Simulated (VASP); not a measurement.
These are PBE GGA with D3 dispersion (Becke-Johnson damping), VASP's PBE PAW potentials (set 64) (plane waves; VASP 6.6.1) values and carry that method's errors.

The input files of a VASP run:

INCAR:
```
! general
SYSTEM  = CsPbBr3
PREC    = Accurate
ENCUT   = 520
LREAL   = .False.
LASPH   = .True.

! electronic loop
EDIFF   = 1E-6
NELM    = 100
ALGO    = Normal
LMAXMIX = 4

! smearing
ISMEAR  = 0
SIGMA   = 0.05

! functional
GGA     = PE
IVDW    = 12

! ions
IBRION  = 2
NSW     = 60
ISIF    = 3
EDIFFG  = -0.02

! output
LWAVE   = .False.
LCHARG  = .False.
```

**KPOINTS**
```
Regular mesh
0
gamma
4 4 4
```

**POSCAR**
```
CsPbBr3
1
    5.9300225785    -0.0000000000     0.0000000000
    0.0000000000     5.9300225785    -0.0000000000
    0.0000000000    -0.0000000000     5.9300225785
Cs Pb Br
1 1 3
Direct
  0.0000000000   0.0000000000   0.0000000000
  0.5000000000   0.5000000000   0.5000000000
  0.5000000000   0.0000000000   0.5000000000
  0.0000000000   0.5000000000   0.5000000000
  0.5000000000   0.5000000000   0.0000000000
```

POTCAR, in this order: Cs_sv Pb_d Br (PBE.64 set). Program: vasp_std.

The resulting files:

### OSZICAR
```
       N       E                     dE             d eps       ncg     rms          rms(c)
DAV:   1     0.399856687540E+03    0.39986E+03   -0.18779E+04   520   0.149E+03
DAV:   2     0.385102664371E+02   -0.36135E+03   -0.35215E+03   626   0.329E+02
DAV:   3    -0.141648160475E+02   -0.52675E+02   -0.51142E+02   632   0.133E+02
DAV:   4    -0.164051960403E+02   -0.22404E+01   -0.22347E+01   638   0.343E+01
DAV:   5    -0.164685650966E+02   -0.63369E-01   -0.63310E-01   676   0.533E+00    0.409E+00
DAV:   6    -0.158918116971E+02    0.57675E+00   -0.10790E+00   762   0.104E+01    0.238E+00
DAV:   7    -0.158413414823E+02    0.50470E-01   -0.55922E-01   762   0.427E+00    0.101E+00
DAV:   8    -0.158514341375E+02   -0.10093E-01   -0.68171E-02   656   0.225E+00    0.189E-01
DAV:   9    -0.158510325670E+02    0.40157E-03   -0.11548E-02   714   0.845E-01    0.105E-01
DAV:  10    -0.158513883437E+02   -0.35578E-03   -0.11475E-03   618   0.204E-01    0.426E-02
DAV:  11    -0.158514774091E+02   -0.89065E-04   -0.19379E-04   620   0.110E-01    0.874E-03
DAV:  12    -0.158514790049E+02   -0.15958E-05   -0.30950E-05   732   0.576E-02    0.730E-03
DAV:  13    -0.158514786696E+02    0.33528E-06   -0.44845E-06   592   0.173E-02
   1 F= -.16915403E+02 E0= -.16915403E+02  d E =-.169154E+02
```

**OUTCAR**
```
------------------------ aborting loop because EDIFF is reached ----------------------------------------
 Edisp (eV)   -1.06392
  FORCE on cell =-STRESS in cart. coord.  units (eV):
  Direction    XX          YY          ZZ          XY          YZ          ZX
  --------------------------------------------------------------------------------------
  Total       0.00469     0.00469     0.00469     0.00000     0.00000    -0.00000
  in kB       0.03602     0.03602     0.03602     0.00000     0.00000    -0.00000
  external pressure =        0.04 kB  Pullay stress =        0.00 kB
  volume of cell :      208.53
      direct lattice vectors                 reciprocal lattice vectors
     5.930022579  0.000000000  0.000000000     0.168633422  0.000000000  0.000000000
     0.000000000  5.930022579  0.000000000     0.000000000  0.168633422  0.000000000
     0.000000000  0.000000000  5.930022579     0.000000000  0.000000000  0.168633422
 POSITION                                       TOTAL-FORCE (eV/Angst)
 -----------------------------------------------------------------------------------
      0.00000      0.00000      0.00000         0.000000      0.000000      0.000000
      2.96501      2.96501      2.96501         0.000000      0.000000      0.000000
      2.96501      0.00000      2.96501         0.000000      0.000000      0.000000
      0.00000      2.96501      2.96501         0.000000      0.000000      0.000000
      2.96501      2.96501      0.00000         0.000000      0.000000      0.000000
 -----------------------------------------------------------------------------------
    total drift:                                0.000000     -0.000000     -0.000000
  FREE ENERGIE OF THE ION-ELECTRON SYSTEM (eV)
  ---------------------------------------------------
  free  energy   TOTEN  =       -16.9154031073 eV

  energy  without entropy=      -16.9154031073  energy(sigma->0) =      -16.91540311

 reached required accuracy - stopping structural energy minimisation
```
(Selected blocks of OUTCAR.)

The compound is CsPbBr3 in the cubic perovskite structure, the ideal cubic form; the compound distorts at low or room temperature. It was relaxed first. The start is the result of an earlier pass.
